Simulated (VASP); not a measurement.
Here is the system:

```
PbS
1.0
    0.00000     2.98656     2.98656
    2.98656     0.00000     2.98656
    2.98656     2.98656     0.00000
Pb S
1 1
Direct
  0.00000   0.00000   0.00000
  0.50000   0.50000   0.50000
```

Level of theory: r2SCAN meta-GGA, VASP's PBE PAW potentials (set 64) (plane waves; VASP). Numerical set-up: PREC = Normal, EDIFF = 1E-5, 400 eV cut-off, 9×9×9 Γ-centred mesh, Gaussian smearing of 0.050 eV, potentials Pb_d S.

Problem. Predict the energy per atom (σ→0).

Solution. 
| Item | Result |
|---|---|
| energy per atom (σ→0) | -32.806 eV/atom |

The absolute energy has meaning only against runs of the same code, potentials and settings.

The compound is PbS in the rock salt structure. It was relaxed first.
